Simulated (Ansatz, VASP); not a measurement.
# WC (Qusongite) in two plane-wave programs

Wanted: the spread between two codes on one cell, functional and k mesh. The structure shown is the end of the Ansatz relaxation below.

Method: plane waves, with VASP 6.6.1 beside it; single point at PBEsol, in Ansatz 0.2.0.

### Step 1. Set-up

It takes space group P-6m2 (No. 187, hexagonal). The conventional cell has a = 2.790 Å, b = 2.790 Å, c = 2.746 Å, α = 90.00°, β = 90.00°, γ = 120.00°. Nearest to C lie 6 W at 2.12 Å. Nearest to W lie 6 C at 2.12 Å. Farther neighbours are not listed.

Structure file:

```cif
data_structure
_symmetry_space_group_name_H-M 'P 1'
_symmetry_Int_Tables_number 1
_cell_length_a 2.7905
_cell_length_b 2.7905
_cell_length_c 2.7464
_cell_angle_alpha 90.000
_cell_angle_beta 90.000
_cell_angle_gamma 120.000
_cell_volume 18.52
loop_
_atom_site_label
_atom_site_type_symbol
_atom_site_fract_x
_atom_site_fract_y
_atom_site_fract_z
_atom_site_occupancy
C1 C 0.66667 0.33333 0.50000 1
W2 W 0.00000 0.00000 0.00000 1
```

### Step 2. Ansatz: relaxation, PBEsol

Ansatz runs on its PAW soft_1 files.

This run makes the geometry at which the two programs are then compared.

input.yaml reads:

```yaml
crystal:
  lattice:
    - [2.792066411, 0.0, 0.0]
    - [-1.3960332055, 2.418000441, 0.0]
    - [0.0, 0.0, 2.7432192853]
  atoms:
    - { symbol: C, position: [0.6666666667, 0.3333333333, 0.5] }
    - { symbol: W, position: [0.0, 0.0, 0.0] }
kpoints:
  mp_grid: { grid: [18, 18, 16] }
hamiltonian:
  xc: pbesol
  pseudopotentials: { kind: paw, azcp: { folder: soft_1 }, xc_functional: pbe }
scf:
  occupations: { method: methfessel_paxton, width: 0.2 }
output:
  forces: true
  stress: true
  eigenvalues: true
relax:
  adjacent_minimum: "off"
  f_tol: 0.001
  max_steps: 60
  cell: { stress_tol: 0.01, fix: [volume] }
```

The run is started by

```console
$ ansatz run input.yaml --threads 4 --pin off --max-ram 10240MiB --backend cpu --events-out ev --progress --plain --runs-dir out
```

Numbers of over 12 decimals in the logs are rounded to 6 here.

Output:

```text
Engine: ansatz 0.2.0, aarch64-unknown-linux-gnu
Pseudopotentials: kind: paw
Pseudopotential: C, paw, valence charge 4, recommended cutoff 420 eV (normal), soft_1/C.paw.azcp
Pseudopotential: W, paw, valence charge 14, recommended cutoff 420 eV (normal), soft_1/W.paw.azcp
Functional definition: PBEsol
  exchange = pbesol_x
  correlation = pbesol_c
Crystal: 2 atoms, lattice volume = 18.520 Å³
Basis set: ecut = 420 eV, 381 PW (Γ), exchange–correlation on 40×40×40 points (8 copies of the dense FFT grid, shifted against one another)
Bands: 13, of which v1, the nominal top of the filled ones, is band 9 counted from 1 (8 counted from 0)
Symmetry: 12 space group operations
Space group: P-6m2 (ITA 187), of the structure as read, at distance tolerance 2.6e-5 Å
k-points: 333 of 5184 (time reversal used)
Non-local potential: C, projectors of the file, l = 0: 2, l = 1: 2, l = 2: 1
Non-local potential: W, projectors of the file, l = 0: 3, l = 1: 2, l = 2: 2, l = 3: 1
PAW form: soft (Blöchl's): semilocal exchange-correlation on the pseudo side does not see the compensation charge
PAW frozen core: C, regenerated for the run's functional, and the local potential with it (the file was generated under x = pbe(κ = 0.804, μ = 0.219515), c = pbe(β = 0.066725))
PAW frozen core: W, regenerated for the run's functional, and the local potential with it (the file was generated under x = pbe(κ = 0.804, μ = 0.219515), c = pbe(β = 0.066725))
PAW one-centre angular grid: C, 110 points (default); XC on 64 Gauss nodes
PAW one-centre angular grid: W, 590 points (default); XC on 64 Gauss nodes
Initial density: superposition of atomic densities (chi_scale 0.1, normalization cell, long waves kept (reshape's long-wave potential 0.00 eV rms))
Initial wavefunctions: pseudopotential atomic-orbital guess
Functional: x = pbesol(κ = 0.804, μ = 0.123457), c = pbesol(β = 0.046)
SCF iter   1: F=—  HF=-10505.674614 eV  |F-HF|=—  |Δ(HF+E_count)|=         —  Δρ=1.41e-1  dr2=4.60e0  ethr=3.10e-3  ⟨swp⟩=5.0  Hψ=21370  notcnv=0
preconditioner: auto → none  [metal: Δε(μ)=0.027 eV  Ē_g=11.884 eV  σ=0.200 eV  W_gap=0.11  n_scr=8 (ndim 8)  ℏωp=27.3 eV  f_vac=0.000  D(μ)=0.20/eV (n_scr^D=0)  sad-step TF]
SCF iter   2: F=—  HF=-10505.071906 eV  |F-HF|=—  |Δ(HF+E_count)|=   6.03e-1  S|Δr|=    0.00e0  Δρ=9.96e-2  dr2=2.35e0  ethr=3.10e-3  ⟨swp⟩=2.0  Hψ=8259  notcnv=0
SCF iter   3: F=—  HF=-10504.432733 eV  |F-HF|=—  |Δ(HF+E_count)|=   6.39e-1  S|Δr|=    0.00e0  Δρ=7.36e-3  dr2=8.39e-3  ethr=3.10e-3  ⟨swp⟩=2.5  Hψ=7611  notcnv=0
SCF iter   4: F=—  HF=-10504.432910 eV  |F-HF|=—  |Δ(HF+E_count)|=   1.77e-4  S|Δr|=    0.00e0  Δρ=1.05e-3  dr2=8.78e-5  ethr=4.66e-5  ⟨swp⟩=1.2  Hψ=7337  notcnv=0
SCF iter   5: F=—  HF=-10504.432966 eV  |F-HF|=—  |Δ(HF+E_count)|=   5.55e-5  S|Δr|=    0.00e0  Δρ=1.51e-4  dr2=2.11e-6  ethr=4.88e-7  ⟨swp⟩=2.2  Hψ=6662  notcnv=0
SCF iter   6: F=-10504.432966 eV  HF=-10504.432966 eV  |F-HF|=2.98e-8  |Δ(HF+E_count)|=   5.38e-8  S|Δr|=    0.00e0  Δρ=2.64e-5  dr2=6.90e-8  ethr=5.56e-10  ⟨swp⟩=7.0  Hψ=22268  notcnv=0
SCF 1 converged in 6 iterations: F = -10504.432966 eV  dr2 = 6.90e-8
  greatest PAW one-centre occupation: 0.999 electrons in one spin orbital (limit 2), on the W atom at site 1 (counted from 0), in its partial waves of l = 0
relax step   1: F+E_penalty+E_count = -10504.43296584 eV  Δ(F+E_penalty+E_count) = +0.000e0 eV  max|allowed force component| = 1.758e-16 eV/Å  Δτ_max = 0.0000 Å  P = +53.533 GPa  Ω = 18.520 Å³  fix = [volume]  reactions: volume +53.533 GPa  (6 SCF iters, dr2 threshold 1.00e-7 eV, accepted)
[...]
relax step   2: F+E_penalty+E_count = -10504.43282370 eV  Δ(F+E_penalty+E_count) = +1.421e-4 eV  max|allowed force component| = 1.758e-16 eV/Å  Δτ_max = 0.0000 Å  P = +53.330 GPa  Ω = 18.520 Å³  energy of the carried Pulay correction = -4.031e-6 eV  fix = [volume]  (3 SCF iters, dr2 threshold 2.00e-7 eV, rejected (line search))
[...]
relax step   3: F+E_penalty+E_count = -10504.43306960 eV  Δ(F+E_penalty+E_count) = -1.038e-4 eV  max|allowed force component| = 3.238e-16 eV/Å  Δτ_max = 0.0000 Å  P = +53.451 GPa  Ω = 18.520 Å³  energy of the carried Pulay correction = -1.600e-6 eV  fix = [volume]  reactions: volume +53.451 GPa  (6 SCF iters, accepted)
[...]
relax step   4: F+E_penalty+E_count = -10504.43307593 eV  Δ(F+E_penalty+E_count) = -6.324e-6 eV  max|allowed force component| = 2.961e-16 eV/Å  Δτ_max = 0.0000 Å  P = +53.451 GPa  Ω = 18.520 Å³  fix = [volume]  reactions: volume +53.451 GPa  stress off target by 1.56e-3 GPa on what of the cell is left free  SCF on the basis re-selected at this cell (its energy is not comparable with the rows above)  (4 SCF iters)
basis re-selected at this cell: Δ(F+E_penalty+E_count) = -6.324e-6 eV, ΔP = +0.000 GPa vs the last step (what re-selecting the basis moved, of the pressure what is left beyond the Pulay correction that the steps carried, after the strain that the cell walked since its last selection, with what the two solves' SCF thresholds leave and, on support functions, any second-order correction that the steps lacked; it is no m [...]
SCF converged after 4 iterations
Stability not checked: this state was not tested for a lower state beside it, because cold or Methfessel-Paxton smearing, or corrected tetrahedra, fill the levels in a way that the test cannot read (fill_not_monotonic; see scf.lower_state_search)
Free energy (F): -10504.433076 eV
Harris-Foulkes:  -10504.433076 eV  (|F-HF|=3.64e-12)
Internal energy: -10504.432997 eV  (E = F + TS)
E sigma→0 (E₀):  -10504.433056 eV
Entropy (-TS):   -0.000079 eV (-0.040 meV/atom)
Fermi energy:    23.139324 eV
--- Per-component energies (eV) ---
  E_band       = -15.759788
  E_kinetic    = 520.578850
  E_local      = -520.171552  (includes V_loc(G=0)·N_el)
  E_nonlocal   = 0.524866
  E_hartree    = 225.763559
  E_xc         = -317.354954
  E_vxc        = -295.049579  (∫ρ·V_xc dr)
  E_paw        = -8548.069271  (= ΣΔE_a)
  E_vpaw       = -173.169638  (= ΣTr[D̂ρ^β])
  E_aug_tail   = 0.000153  (compensation charges beyond the density's cutoff)
  E_ewald      = -1865.947606
  E_core_change = 0.242958  (= ΣΔE_core)
  E_smearing   = -0.000079  (= −TS)
  E_closure    = 0.000000  (closes the sum)
  Σ components = -10504.433076   (vs F -10504.433076, Δ=0.00e0)
--- Forces (eV/Å), atoms counted from 1 ---
  atom   1  C      0.00000000     0.00000000     0.00000000
  atom   2  W     -0.00000000     0.00000000     0.00000000
  max |Σ_I F_I| component: 5.92e-16 eV/Å
--- Stress (GPa, compression-positive) ---
       53.450502       0.000000      -0.000000
       -0.000000      53.450502       0.000000
       -0.000000       0.000000      53.452835
  P = ⅓ Tr σ = 53.4513 GPa (534.513 kbar)
--- Band table (eV; the first three rows and the last of 333) ---
  k-point 0: bands = [... 5 lower, 18.0634, 19.3197, 19.3197, 23.1731, 26.8740, 26.8740, 29.3627, 29.3627]
  k-point 1: bands = [... 5 lower, 18.0391, 19.3684, 19.3684, 23.1554, 26.4445, 26.4445, 29.6358, 29.6358]
  k-point 2: bands = [... 5 lower, 17.9144, 19.5115, 19.5115, 23.1891, 25.5704, 25.5704, 30.0026, 30.0026]
  k-point 332: bands = [... 5 lower, 14.8399, 17.2976, 21.5997, 22.3680, 28.2396, 30.8749, 31.9709, 33.4888]
--- Relaxed structure (3 steps of the walk, 2 accepted, 1 SCFs on fresh bases) ---
  F+E_penalty+E_count = -10504.43307593 eV   max|allowed force component| = 2.961e-16 eV/Å   (the final SCF, on the basis selected at the relaxed cell)
  cell:  # Å, volume = 18.5201 Å³
    - [2.790469, -1.774102664402469e-19, 0.0]
    - [-1.395235, 2.416617, 0.0]
    - [0.0, 0.0, 2.746360]
  atoms:
    - { symbol: C, position: [0.666667, 0.333333, 0.5] }
    - { symbol: W, position: [-3.700743415524894e-17, 0, 0.0] }
```

In the SCF lines HF is the Harris–Foulkes energy and dr2 the Hartree energy of the density residual, in eV; the loop may stop once dr2 is under the threshold and the program's other checks hold. Hψ counts applications of the Hamiltonian.

### Step 3. VASP: single point, PBEsol, pair 1

The same cell, functional, mesh and smearing now go to VASP, with its own data sets.

Lines of VASP's logs that name or quote its potential files are left out, and so is its time.

INCAR reads:

```
SYSTEM = WC
PREC = Accurate
ENCUT = 600
EDIFF = 1E-06
NELM = 120
ISMEAR = 1
SIGMA = 0.2
LREAL = .FALSE.
ALGO = Normal
GGA = PS
NBANDS = 11
LASPH = .TRUE.
LORBIT = 11
LWAVE = .FALSE.
LCHARG = .FALSE.
ISIF = 2
GGA_COMPAT = .FALSE.
KPAR = 2
```

POSCAR reads:

```
WC
1.0
    2.7904693556      0.0000000000      0.0000000000
   -1.3952346778      2.4166173504      0.0000000000
    0.0000000000      0.0000000000      2.7463602099
C W
1 1
Direct
    0.6666666667      0.3333333333      0.5000000000
    0.0000000000      0.0000000000      0.0000000000
```

KPOINTS reads:

```
Automatic mesh
0
Gamma
18 18 16
0 0 0
```

The projector-augmented-wave data sets are C and W (PBE family, release 64).

The run is started by

```console
$ mpirun -np 2 vasp_std
```

Output:

```text
[banner, memory and clock lines left out]
running    2 mpi-ranks, on    1 nodes
 distrk:  each k-point on    1 cores,    2 groups
 distr:  one band on    1 cores,    1 groups

 POSCAR found type information on POSCAR C W
 POSCAR found :  2 types and       2 ions
|                                                                             |
|               ----> ADVICE to this user running VASP <----                  |
|                                                                             |
|     You enforced a specific xc type in the INCAR file but a different       |
|     [... a line on the potential file left out ...]
|     I HOPE YOU KNOW WHAT YOU ARE DOING!                                     |
|                                                                             |

 LDA part: xc-table for (Slater+PW92), standard interpolation
 POSCAR, INCAR and KPOINTS ok, starting setup
 FFT: planning ... GRIDC
 FFT: planning ... GRID_SOFT
 FFT: planning ... GRID
 WAVECAR not read
 entering main loop
       N       E                     dE             d eps       ncg     rms          rms(c)
DAV:   1     0.307117404539E+02    0.30712E+02   -0.55332E+03  7326   0.937E+02
DAV:   2    -0.245090247875E+02   -0.55221E+02   -0.52611E+02  8433   0.223E+02
DAV:   3    -0.266091213748E+02   -0.21001E+01   -0.20744E+01  9116   0.366E+01
DAV:   4    -0.266213377843E+02   -0.12216E-01   -0.12213E-01  8068   0.319E+00
DAV:   5    -0.266213886279E+02   -0.50844E-04   -0.50843E-04  8917   0.202E-01    0.423E+01
DAV:   6    -0.237851046807E+02    0.28363E+01   -0.11213E+01  8624   0.214E+01    0.157E+01
DAV:   7    -0.237071008451E+02    0.78004E-01   -0.49234E-01  7666   0.588E+00    0.964E+00
DAV:   8    -0.236669328891E+02    0.40168E-01   -0.57318E-02  7965   0.172E+00    0.171E+00
DAV:   9    -0.236628039284E+02    0.41290E-02   -0.11516E-02  8103   0.720E-01    0.188E-01
DAV:  10    -0.236628066708E+02   -0.27424E-05   -0.62695E-04  8496   0.194E-01    0.908E-02
DAV:  11    -0.236627991040E+02    0.75668E-05   -0.51250E-05  8774   0.556E-02    0.706E-03
DAV:  12    -0.236627979920E+02    0.11120E-05   -0.19534E-06  4905   0.105E-02    0.129E-02
DAV:  13    -0.236627981465E+02   -0.15459E-06   -0.28971E-07  3954   0.483E-03
   1 F= -.23662798E+02 E0= -.23662777E+02  d E =-.620729E-04
```

Parts of OUTCAR (step 3):

```text
ion  position               nearest neighbor table
   1  0.667  0.333  0.500-   2 2.12   2 2.12   2 2.12   2 2.12   2 2.12   2 2.12
   2  0.000  0.000  0.000-   1 2.12   1 2.12   1 2.12   1 2.12   1 2.12   1 2.12

  LATTYP: Found a hexagonal cell.
 ALAT       =     2.7904693556
 C/A-ratio  =     0.9841929295

 Subroutine GETGRP returns: Found 12 space group operations
 (whereof 12 operations were pure point group operations)

The static configuration has the point symmetry D_3h.

 Found    333 irreducible k-points:

   k-points           NKPTS =    333   k-points in BZ     NKDIM =    333   number of bands    NBANDS=     11

   dimension x,y,z NGX =    24 NGY =   24 NGZ =   24
   dimension x,y,z NGXF=    48 NGYF=   48 NGZF=   48

   ENCUT  =  600.0 eV  44.10 Ry    6.64 a.u.   5.57  5.57  5.49*2*pi/ulx,y,z

   NELECT =      10.0000    total number of electrons

 k-points in reciprocal lattice and weights: Automatic mesh
   0.00000000  0.00000000  0.00000000       0.000
   0.05555556  0.00000000  0.00000000       0.001
   0.11111111  0.00000000  0.00000000       0.001
   0.16666667  0.00000000  0.00000000       0.001
   0.22222222  0.00000000  0.00000000       0.001
   0.27777778 -0.00000000  0.00000000       0.001
   0.33333333  0.00000000  0.00000000       0.001
   0.38888889  0.00000000  0.00000000       0.001
   0.44444444  0.00000000  0.00000000       0.001
[...]
0.33333333  0.27777778  0.50000000       0.002
   0.33333333  0.33333333  0.50000000       0.000

 average (electrostatic) potential at core
       1 -44.8367       2 -35.2552

 E-fermi :   9.5985

 k-point     1 :       0.0000    0.0000    0.0000
  band No.  band energies     occupation
      1      -5.7535      2.00000
      2       4.5198      2.00000
      3       5.7911      2.00000
      4       5.7911      2.00000
      5       9.6819      0.35751
      6      13.3260     -0.00000
      7      13.3260     -0.00000
      8      15.8918      0.00000
      9      15.8918      0.00000
    ...

 k-point     2 :       0.0556    0.0000    0.0000
  band No.  band energies     occupation
      1      -5.6628      2.00000
      2       4.5630      2.00000
      3       5.6579      2.00000
      4       5.8824      2.00000
      5       9.3828      2.06297
      6      13.2885     -0.00000
      7      13.6497      0.00000
      8      15.7067      0.00000
      9      15.8269      0.00000
     10      17.2628      0.00000
    ...

 k-point     3 :       0.1111    0.0000    0.0000
  band No.  band energies     occupation
      1      -5.3977      2.00000
      2       4.5867      2.00000
      3       5.4098      2.00000
      4       6.1494      2.00000
      5       8.7093      2.00000
      6      13.1824     -0.00000
      7      14.3840      0.00000
      8      15.2115      0.00000
      9      15.6518      0.00000
     10      18.0356      0.00000
    ...

  Total        6.3045958      6.3045958      6.4548708      0.0000000      0.0000000      0.0000000
  in kB      545.4126273    545.4126273    558.4129608      0.0000000      0.0000000      0.0000000
  external PRESSURE =     549.7460718 kB  Pullay stress =       0.0000000 kB

  energy-cutoff  :      600.00
  volume of cell :       18.52
      direct lattice vectors                 reciprocal lattice vectors
     2.790469356  0.000000000  0.000000000     0.358362653  0.206900774  0.000000000
    -1.395234678  2.416617350  0.000000000     0.000000000  0.413801548  0.000000000
     0.000000000  0.000000000  2.746360210     0.000000000  0.000000000  0.364118296

 POSITION                                       TOTAL-FORCE (eV/Angst)
 -----------------------------------------------------------------------------------
      1.39523      0.80554      1.37318         0.000000      0.000000      0.000000
      0.00000      0.00000      0.00000        -0.000000     -0.000000      0.000000
 -----------------------------------------------------------------------------------
    total drift:                               -0.000000      0.000000      0.000000

  FREE ENERGIE OF THE ION-ELECTRON SYSTEM (eV)
  ---------------------------------------------------
  free  energy   TOTEN  =       -23.6627981465 eV

  energy  without entropy=      -23.6627360737  energy(sigma->0) =      -23.66277746

 total charge
# of ion       s       p       d       tot
------------------------------------------
    1        0.865   1.661   0.000   2.525
    2        0.701   1.054   4.725   6.481
--------------------------------------------------
tot          1.566   2.715   4.725   9.006

[... 3 further parts left out ...]
```

The run ends at a pressure of 54.97 GPa.

### Step 4. Comparison

Known differences besides the potentials themselves: the data sets hold 18 valence electrons in Ansatz (on its PAW soft_1 files) and 10 in VASP; the cutoff is 420 eV in Ansatz and 600 eV in VASP; Ansatz makes its cores anew for this functional, VASP keeps those of its PBE data sets; Ansatz's pressure holds a Pulay correction, VASP's none. Total energies have different zeros and are not compared.

Compared:

| quantity | Ansatz | VASP | difference |
| --- | --- | --- | --- |
| pressure (GPa) | 53.45 | 54.97 | -1.52 |

### Step 5. Ansatz: relaxation, PBEsol

This run makes the geometry at which the two programs are then compared. The cell compared in this pair holds 18.93 Å³, against 18.52 Å³ for the pair before.

The structure compared here is the end of the Ansatz relaxation.

input.yaml: that of step 2 with these lines changed.

```diff
@@ -2,5 +2,5 @@
   lattice:
-    - [2.792066411, 0.0, 0.0]
-    - [-1.3960332055, 2.418000441, 0.0]
-    - [0.0, 0.0, 2.7432192853]
+    - [2.8142178478, 0.0, 0.0]
+    - [-1.4071089239, 2.437184148, 0.0]
+    - [0.0, 0.0, 2.7602086035]
   atoms:
```

The run is started by

```console
$ ansatz run input.yaml --threads 4 --pin off --max-ram 10240MiB --backend cpu --events-out ev --progress --plain --runs-dir out
```

Output:

```text
[...]
Crystal: 2 atoms, lattice volume = 18.932 Å³
Basis set: ecut = 420 eV, 393 PW (Γ), exchange–correlation on 40×40×40 points (8 copies of the dense FFT grid, shifted against one another)
Bands: 13, of which v1, the nominal top of the filled ones, is band 9 counted from 1 (8 counted from 0)
Symmetry: 12 space group operations
[...]
k-points: 333 of 5184 (time reversal used)
[...]
k-point 332: bands = [... 5 lower, 14.4838, 16.8090, 21.0135, 21.8186, 27.5306, 30.0362, 31.1563, 32.6647]
--- Relaxed structure (3 steps of the walk, 2 accepted, 1 SCFs on fresh bases) ---
[...]
cell:  # Å, volume = 18.9316 Å³
    - [2.812597, 0.0, 0.0]
    - [-1.406299, 2.435780, 0.0]
    - [0.0, 0.0, 2.763391]
  atoms:
    - { symbol: C, position: [0.666667, 0.333333, 0.5] }
    - { symbol: W, position: [-3.700743415524894e-17, 0, 0.0] }
[key lines of the parts left out:]
SCF converged after 4 iterations
Free energy (F): -10504.553332 eV
Fermi energy:    22.566767 eV
P = ⅓ Tr σ = 40.4037 GPa (404.037 kbar)
```

[end of part 1 of 2]

[Lines on the potential files, build, host, timing and source positions are cut from VASP's logs without a mark.]

[Logs are printed without paths, hosts, clocks, repeated set-up lines and the standing remarks that a program may print on its own settings, such as how far it seeks lower states.]

[Hosts, paths, dates, database ids (printed as entryN), source tags and the programs' standing remarks are cut or masked in the printed files.]
